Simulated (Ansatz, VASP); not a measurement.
# InGa3N4 in two plane-wave programs, part 2 of 2

Wanted: the spread between two codes on one cell, functional and k mesh. The cell is taken from a series of runs on this material, whose earlier steps may have relaxed, scaled, displaced or heated it; both programs get it as it stands.

VASP 6.6.1 and Ansatz 0.2.0.

So far: The starting structure; Ansatz: G0W0 gap, LDA.

## 3. VASP: G0W0 gap, LDA

Level of this step: G0W0 on LDA; plane waves and PAW (In_d_GW, Ga_d_GW, N_GW) (VASP).

The same cell, functional (in two slightly different forms) and mesh now go to VASP, with its own data sets.

Lines of VASP's logs that name or quote its potential files are left out, and so is its time.

The run reads the wave functions of an earlier VASP run, which isn't shown here.

The input, INCAR:

```
SYSTEM = InGa3N4
PREC = Accurate
ENCUT = 450
ISMEAR = 0
SIGMA = 0.01
LREAL = .FALSE.
GGA = CA
NBANDS = 144
ALGO = EVGW0
NELMGW = 1
ENCUTGW = 60
NOMEGA = 64
PRECFOCK = Fast
NBANDSGW = 48
LWAVE = .FALSE.
LCHARG = .FALSE.
```

The input, POSCAR:

```
InGa3N4
1.0
    3.3056061984      0.0000000000      0.0000000000
   -1.6528030992      2.8627389427      0.0000000000
    0.0000000000      0.0000000000     10.8251640000
In Ga N
1 3 4
Direct
    0.0000000000      0.0000000000      0.9985340000
    0.6666666700      0.3333333300      0.2594910000
    0.6666666700      0.3333333300      0.7380090000
    0.0000000000      0.0000000000      0.4982240000
    0.6666666700      0.3333333300      0.0799630000
    0.6666666700      0.3333333300      0.5559650000
    0.0000000000      0.0000000000      0.3164360000
    0.0000000000      0.0000000000      0.7951790000
```

The input, KPOINTS:

```
Automatic mesh
0
Gamma
6 6 2
0 0 0
```

Potentials, in the order of the species: In_d_GW, Ga_d_GW and N_GW (LDA family, release 64).

The run is started by

```console
> mpirun -np 8 vasp_std
```

Numbers of over 12 decimals in the logs are rounded to 6 here.

The log of the run:

```text
[banner, memory and clock lines left out]
running    8 mpi-ranks, on    1 nodes
 distrk:  each k-point on    8 cores,    1 groups
 distr:  one band on    1 cores,    8 groups

 POSCAR found type information on POSCAR InGaN
 POSCAR found :  3 types and       8 ions
|                                                                             |
|           W    W    AA    RRRRR   N    N  II  N    N   GGGG   !!!           |
|           W    W   A  A   R    R  NN   N  II  NN   N  G    G  !!!           |
|           W    W  A    A  R    R  N N  N  II  N N  N  G       !!!           |
|           W WW W  AAAAAA  RRRRR   N  N N  II  N  N N  G  GGG   !            |
|           WW  WW  A    A  R   R   N   NN  II  N   NN  G    G                |
|           W    W  A    A  R    R  N    N  II  N    N   GGGG   !!!           |
|                                                                             |
|     For optimal performance we recommend to set                             |
|       NCORE = 2 up to number-of-cores-per-socket                            |
|     NCORE specifies how many cores store one orbital (NPAR=cpu/NCORE).      |
|     This setting can greatly improve the performance of VASP for DFT.       |
|     The default, NCORE=1 might be grossly inefficient on modern             |
|     multi-core architectures or massively parallel machines. Do your        |
|     Unfortunately you need to use the default for GW and RPA                |
|     calculations (for HF NCORE is supported but not extensively tested      |
|     yet).                                                                   |
|                                                                             |

|                                                                             |
|           W    W    AA    RRRRR   N    N  II  N    N   GGGG   !!!           |
|           W    W   A  A   R    R  NN   N  II  NN   N  G    G  !!!           |
|           W    W  A    A  R    R  N N  N  II  N N  N  G       !!!           |
|           W WW W  AAAAAA  RRRRR   N  N N  II  N  N N  G  GGG   !            |
|           WW  WW  A    A  R   R   N   NN  II  N   NN  G    G                |
|           W    W  A    A  R    R  N    N  II  N    N   GGGG   !!!           |
|                                                                             |
|     The default for ENCUTGWSOFT is different in this version of VASP.       |
|     please manually set ENCUTGWSOFT =60 in the INCAR file.                  |
|                                                                             |

 LDA part: xc-table for (Slater(with rela. corr.)+CA(PZ))
 , standard interpolation
 found WAVECAR, reading the header
 POSCAR, INCAR and KPOINTS ok, starting setup
 FFT: planning ... GRIDC
 FFT: planning ... GRID_SOFT
 FFT: planning ... GRID
 reading WAVECAR
 the WAVECAR file was read successfully
 initial charge from wavefunction
 available memory per node:     87.48 GB, setting MAXMEM to     89583

 The Fermi energy was updated, please check that it is located mid-gap
 values below the HOMO (VB) or above the LUMO (CB) will cause erroneous energies
 E-fermi :   5.0186

 calculate exact exchange contribution
 the WAVEDER file was read successfully
energies w=
    0.000    0.000    0.266    0.000    0.531    0.000    0.795    0.000
    1.057    0.000    1.317    0.000    1.574    0.000    1.828    0.000
    2.079    0.000    2.327    0.000    2.570    0.000    2.811    0.000
    3.048    0.000    3.282    0.000    3.513    0.000    3.742    0.000
    3.967    0.000    4.192    0.000    4.414    0.000    4.635    0.000
    4.856    0.000    5.076    0.000    5.297    0.000    5.519    0.000
    5.742    0.000    5.967    0.000    6.194    0.000    6.425    0.000
    6.660    0.000    6.900    0.000    7.146    0.000    7.399    0.000
    7.659    0.000    7.929    0.000    8.209    0.000    8.501    0.000
    8.806    0.000    9.127    0.000    9.466    0.000    9.825    0.000
   10.207    0.000   10.615    0.000   11.055    0.000   11.530    0.000
   12.048    0.000   12.614    0.000   13.237    0.000   13.929    0.000
   14.702    0.000   15.575    0.000   16.568    0.000   17.709    0.000
   19.038    0.000   20.604    0.000   22.479    0.000   24.765    0.000
   27.614    0.000   31.260    0.000   36.089    0.000   42.778    0.000
   52.643    0.000   68.610    0.000   98.801    0.000  177.170    0.000
 responsefunction array rank=     120
 LDA part: xc-table for (Slater(with rela. corr.)+CA(PZ))
 , standard interpolation

 min. memory requirement per mpi rank    300.3 MB, per node   2402.3 MB

 allocating   8 responsefunctions rank=   120
 shmem allocating  64 responsefunctions rank=   120
 response function shared by NCSHMEM nodes    1
 Doing            8  frequencies on each core in blocks of           64
NQ=   1    0.0000    0.0000    0.0000,
|.........|.........|.........|.........|.........|.........|.........|.........
 performed        753000 updates of chi_q(r,r)
 total number of BLAS operations         56.71 Gflops
NQ=   2    0.1667   -0.0000    0.0000,
|.........|.........|.........|.........|.........|.........|.........|.........
 performed       2059000 updates of chi_q(r,r)
 total number of BLAS operations        163.32 Gflops
NQ=   3    0.3333    0.0000    0.0000,
|.........|.........|.........|.........|.........|.........|.........|.........
 performed       3365000 updates of chi_q(r,r)
 total number of BLAS operations        285.22 Gflops
NQ=   4    0.5000    0.0000    0.0000,
|.........|.........|.........|.........|.........|.........|.........|.........
 performed       4422000 updates of chi_q(r,r)
 total number of BLAS operations        380.28 Gflops
NQ=   5    0.1667    0.1667    0.0000,
|.........|.........|.........|.........|.........|.........|.........|.........
 performed       5811000 updates of chi_q(r,r)
 total number of BLAS operations        509.92 Gflops
NQ=   6    0.3333    0.1667    0.0000,
|.........|.........|.........|.........|.........|.........|.........|.........
 performed       7366000 updates of chi_q(r,r)
 total number of BLAS operations        665.99 Gflops
NQ=   7    0.3333    0.3333    0.0000,
|.........|.........|.........|.........|.........|.........|.........|.........
 performed       8257000 updates of chi_q(r,r)
 total number of BLAS operations        758.69 Gflops
NQ=   8    0.0000    0.0000    0.5000,
|.........|.........|.........|.........|.........|.........|.........|.........
 performed       9010000 updates of chi_q(r,r)
 total number of BLAS operations        831.62 Gflops
NQ=   9    0.1667   -0.0000    0.5000,
|.........|.........|.........|.........|.........|.........|.........|.........
 performed      10316000 updates of chi_q(r,r)
 total number of BLAS operations        936.13 Gflops
NQ=  10    0.3333    0.0000    0.5000,
|.........|.........|.........|.........|.........|.........|.........|.........
 performed      11622000 updates of chi_q(r,r)
 total number of BLAS operations       1062.59 Gflops
NQ=  11    0.5000    0.0000    0.5000,
|.........|.........|.........|.........|.........|.........|.........|.........
 performed      12679000 updates of chi_q(r,r)
 total number of BLAS operations       1176.43 Gflops
NQ=  12    0.1667    0.1667    0.5000,
|.........|.........|.........|.........|.........|.........|.........|.........
 performed      14068000 updates of chi_q(r,r)
 total number of BLAS operations       1310.91 Gflops
NQ=  13    0.3333    0.1667    0.5000,
|.........|.........|.........|.........|.........|.........|.........|.........
 performed      15623000 updates of chi_q(r,r)
 total number of BLAS operations       1461.46 Gflops
NQ=  14    0.3333    0.3333    0.5000,
|.........|.........|.........|.........|.........|.........|.........|.........
 performed      16514000 updates of chi_q(r,r)
 total number of BLAS operations       1554.16 Gflops
 resolving degeneracies of screened two electron integrals

 calculate QP shifts <psi_nk| G(iteration)W_0 |psi_nk>: iteration 1
 entering main loop
```

From OUTCAR (step 3):

```text
ion  position               nearest neighbor table
   1  0.000  0.000  0.999-   5 2.10   5 2.10   5 2.10   8 2.20
   2  0.667  0.333  0.259-   5 1.94   7 2.01   7 2.01   7 2.01
   3  0.667  0.333  0.738-   6 1.97   8 2.01   8 2.01   8 2.01
   4  0.000  0.000  0.498-   7 1.97   6 2.01   6 2.01   6 2.01
   5  0.667  0.333  0.080-   2 1.94   1 2.10   1 2.10   1 2.10
   6  0.667  0.333  0.556-   3 1.97   4 2.01   4 2.01   4 2.01
   7  0.000  0.000  0.316-   4 1.97   2 2.01   2 2.01   2 2.01
   8  0.000  0.000  0.795-   3 2.01   3 2.01   3 2.01   1 2.20

  LATTYP: Found a hexagonal cell.
 ALAT       =     3.3056061984
 C/A-ratio  =     3.2747893579

 Subroutine GETGRP returns: Found  6 space group operations
 (whereof  6 operations were pure point group operations)

The static configuration has the point symmetry C_3v.

 Found     14 irreducible k-points:

   k-points           NKPTS =     14   k-points in BZ     NKDIM =     72   number of bands    NBANDS=    144

   dimension x,y,z NGX =    24 NGY =   24 NGZ =   80
   dimension x,y,z NGXF=    48 NGYF=   48 NGZF=  160

   ENCUT  =  450.0 eV  33.07 Ry    5.75 a.u.   5.72  5.72 18.72*2*pi/ulx,y,z

   NELECT =      72.0000    total number of electrons

  energy-cutoff  :      450.00
  volume of cell :      102.44
      direct lattice vectors                 reciprocal lattice vectors
     3.305606198  0.000000000  0.000000000     0.302516374  0.174657910  0.000000000
    -1.652803099  2.862738943  0.000000000     0.000000000  0.349315820  0.000000000
     0.000000000  0.000000000 10.825164000     0.000000000  0.000000000  0.092377353

 k-points in reciprocal lattice and weights: Automatic mesh
   0.00000000  0.00000000  0.00000000       0.014
   0.16666667 -0.00000000  0.00000000       0.083
   0.33333333  0.00000000  0.00000000       0.083
   0.50000000  0.00000000  0.00000000       0.042
   0.16666667  0.16666667  0.00000000       0.083
   0.33333333  0.16666667  0.00000000       0.167
   0.33333333  0.33333333  0.00000000       0.028
   0.00000000  0.00000000  0.50000000       0.014
   0.16666667 -0.00000000  0.50000000       0.083
[...]
0.33333333  0.16666667  0.50000000       0.167
   0.33333333  0.33333333  0.50000000       0.028

 E-fermi :   5.0186

 QP shifts <psi_nk| G(iteration)W_0 |psi_nk>: iteration 1
 for sc-GW calculations column KS-energies equals QP-energies in previous step
 and V_xc(KS)=  KS-energies - (<T + V_ion + V_H > + <T+V_H+V_ion>^1  + <V_x>^1)
 k-point   1 :       0.0000    0.0000    0.0000
  band No.  KS-energies  QP-energies   sigma(KS)   V_xc(KS)     V^pw_x(r,r')   Z            occupation Imag(sigma)
    ...
     33       4.0337       4.1744     -17.0334     -17.2242     -20.5424       0.7374       2.0000       0.0804
     34       4.3104       4.5163     -17.0855     -17.3640     -20.3969       0.7395       2.0000       0.0798
     35       4.7219       4.9753     -16.9887     -17.3327     -20.5197       0.7367       2.0000       0.0928
     36       4.7219       4.9753     -16.9887     -17.3327     -20.5197       0.7367       2.0000       0.0928
     37       5.3153       6.1635     -12.4036     -13.4889      -9.5594       0.7815       0.0000      -0.0497
     38       7.6489       8.8269     -12.0789     -13.6027      -8.5656       0.7731       0.0000      -0.0705
     39       7.8709       9.0489     -11.9080     -13.4283      -8.3238       0.7748       0.0000      -0.0720
     40       8.0386       9.2147     -12.1212     -13.6446      -8.4809       0.7720       0.0000      -0.0639
    ...

 k-point   2 :       0.1667   -0.0000    0.0000
  band No.  KS-energies  QP-energies   sigma(KS)   V_xc(KS)     V^pw_x(r,r')   Z            occupation Imag(sigma)
    ...
     33       3.3797       3.4588     -16.5500     -16.6577     -20.1331       0.7340       2.0000       0.0835
     34       3.7281       3.8370     -16.7301     -16.8781     -20.2989       0.7356       2.0000       0.0849
     35       4.1395       4.3240     -16.9325     -17.1824     -20.3523       0.7383       2.0000       0.0831
     36       4.4758       4.6924     -16.8721     -17.1663     -20.4422       0.7360       2.0000       0.0940
     37       6.7862       7.8263     -13.2619     -14.6173     -10.5472       0.7673       0.0000      -0.0519
     38       8.5353       9.7944     -12.8129     -14.4724      -9.2160       0.7587       0.0000      -0.0801
     39       8.8537      10.1337     -12.5423     -14.2213      -8.8247       0.7623       0.0000      -0.0811
     40       9.1080      10.4496     -11.9161     -13.6651      -8.0475       0.7670       0.0000      -0.0797
    ...

 k-point   3 :       0.3333    0.0000    0.0000
  band No.  KS-energies  QP-energies   sigma(KS)   V_xc(KS)     V^pw_x(r,r')   Z            occupation Imag(sigma)
    ...
     33       2.7473       2.7711     -16.0457     -16.0784     -19.7365       0.7288       2.0000       0.0904
     34       3.1398       3.1916     -16.2189     -16.2898     -19.9035       0.7305       2.0000       0.0937
     35       3.2501       3.3164     -16.1154     -16.2059     -19.6314       0.7326       2.0000       0.0898
     36       3.9791       4.1322     -16.5883     -16.7969     -20.2349       0.7335       2.0000       0.0971
     37       7.8511       8.9300     -11.9636     -13.3672      -8.4571       0.7687       0.0000      -0.0645
     38       8.7834       9.8349     -11.0264     -12.3810      -7.1751       0.7763       0.0000      -0.0787
     39       8.9159       9.9873     -11.1177     -12.4976      -7.2440       0.7764       0.0000      -0.0783
     40       9.5829      10.7711     -10.8837     -12.4140      -6.8288       0.7765       0.0000      -0.0782
    ...

 k-point   4 :       0.5000    0.0000    0.0000
  band No.  KS-energies  QP-energies   sigma(KS)   V_xc(KS)     V^pw_x(r,r')   Z            occupation Imag(sigma)
    ...
     33       2.5539       2.5458     -15.9348     -15.9236     -19.6355       0.7281       2.0000       0.0959
     34       2.7687       2.8073     -15.8719     -15.9250     -19.5276       0.7276       2.0000       0.0964
     35       2.8595       2.8897     -15.9961     -16.0376     -19.7349       0.7278       2.0000       0.0983
     36       3.7333       3.8616     -16.4406     -16.6158     -20.1190       0.7320       2.0000       0.0987
     37       8.0183       8.9620     -10.6486     -11.8529      -6.8724       0.7836       0.0000      -0.0671
     38       8.2898       9.1828     -10.5112     -11.6486      -6.7599       0.7852       0.0000      -0.0698
     39       9.0437      10.0721     -10.5307     -11.8459      -6.5744       0.7819       0.0000      -0.0777
     40       9.2160      10.3476     -11.2359     -12.6987      -7.2937       0.7736       0.0000      -0.0773
    ...

[... 4 further parts left out ...]
```

## 4. Differences

Known differences besides the potentials themselves: the two LDA forms differ slightly; fixed occupations in Ansatz, narrow Gaussian smearing in VASP; the cutoff is 420 eV in Ansatz and 450 eV in VASP; VASP's log shows a relativistic correction to its local exchange, Ansatz's none; Ansatz integrates over frequency by contour deformation, VASP on a grid of NOMEGA points; Ansatz's G0W0 levels solve the quasiparticle equation, VASP's are linearised. Total energies have different zeros and are not compared.

Compared:

| quantity | Ansatz | VASP | difference |
| --- | --- | --- | --- |
| G0W0 gap on the mesh (eV) | 1.35 | 1.19 | +0.16 |
| Kohn-Sham gap under it (eV) | 0.58 | 0.59 | -0.01 |

## 5. Results

| Quantity | Value |
| --- | --- |
| difference in G0W0 gap on the mesh (G0W0 gap, LDA) | 0.16 eV |

The difference in G0W0 gap on the mesh is 0.16 eV (G0W0 gap, LDA). Part of the difference in the G0W0 gap can come from VASP's linearised levels. How closely two codes agree says nothing of how well the functional describes the real material.

[Lines on the potential files, build, host, timing and source positions are cut from VASP's logs without a mark.]

[Logs are printed without paths, hosts, clocks, repeated set-up lines and the standing remarks that a program may print on its own settings, such as how far it seeks lower states.]

[Hosts, paths, dates, database ids (printed as entryN), source tags and the programs' standing remarks are cut or masked in the printed files.]
